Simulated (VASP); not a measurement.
An input for Quantum ESPRESSO's pw.x (written as the equivalent of a VASP run, and not itself run):

```
&CONTROL
  calculation = 'scf'
  pseudo_dir = './pseudo'
  outdir = './out'
  tprnfor = .true.
  tstress = .true.
/
&SYSTEM
  ibrav = 0
  nat = 7
  ntyp = 3
  ecutwfc = 82.3
  occupations = 'smearing'
  smearing = 'gaussian'
  degauss = 0.003675
  input_dft = 'pbe'
/
&ELECTRONS
  conv_thr = 7.3e-08
  electron_maxstep = 100
/
ATOMIC_SPECIES
  Ge 72.630 Ge.upf
  Sb 121.760 Sb.upf
  Te 127.600 Te.upf
CELL_PARAMETERS angstrom
     2.1670250    1.2511330   14.1085000
    -2.1670250    1.2511330   14.1085000
     0.0000000   -2.5022650   14.1085000
ATOMIC_POSITIONS crystal
  Ge   0.0138080 -0.0069850 -0.0039650
  Sb   0.4287660  0.4211730  0.4298300
  Sb   0.5729980  0.5787180  0.5644470
  Te   0.1280730  0.1442230  0.1269170
  Te   0.8613340  0.8685930  0.8725180
  Te   0.2858700  0.2882590  0.2939260
  Te   0.7091510  0.7060190  0.7163270
K_POINTS automatic
  3 3 3 0 0 0
```

Q: Translate this input to VASP (INCAR, KPOINTS, POSCAR, choice of POTCAR).

A: One answer among several that fit: 
### INCAR
```
! general
SYSTEM  = Ge(SbTe2)2
PREC    = Accurate
ENCUT   = 300
LREAL   = .False.   ! projection in real space or not
LASPH   = .True.

! electronic loop
EDIFF   = 1E-6
NELM    = 100   ! most electronic steps
ALGO    = Normal   ! blocked Davidson
LMAXMIX = 4   ! l cut-off of mixed one-centre charges

! smearing
ISMEAR  = 0
SIGMA   = 0.05   ! width (eV)

! functional
GGA     = PE

! ions
ISIF    = 2

! output
LWAVE   = .False.
LCHARG  = .False.
```

KPOINTS:
```
Regular mesh
0
Gamma
 3 3 3
0 0 0
```

### POSCAR
```
Ge(SbTe2)2
1
    2.1670250000     1.2511330000    14.1085000000
   -2.1670250000     1.2511330000    14.1085000000
    0.0000000000    -2.5022650000    14.1085000000
Ge Sb Te
1 2 4
Direct
  0.0138080000  -0.0069850000  -0.0039650000
  0.4287660000   0.4211730000   0.4298300000
  0.5729980000   0.5787180000   0.5644470000
  0.1280730000   0.1442230000   0.1269170000
  0.8613340000   0.8685930000   0.8725180000
  0.2858700000   0.2882590000   0.2939260000
  0.7091510000   0.7060190000   0.7163270000
```

POTCAR, in this order: Ge_d Sb Te (PBE.64 set). Program: vasp_std.

The two are equivalent in intent, not identical: the potentials are each code's own (VASP's PAW set, PseudoDojo norm-conserving files in pw.x), so ENCUT and ecutwfc are chosen apart and not converted; conv_thr bounds pw.x's estimated SCF error, while EDIFF bounds the energy change between steps.

The structure was generated: GeSb2Te4 was put into an ordered model structure, which need not be its known phase. The cell was not relaxed at this level, atoms are displaced from their ideal sites. The k-mesh is coarse (spacing up to 0.56 per Å, 2π included), so the numbers may not be converged in it.
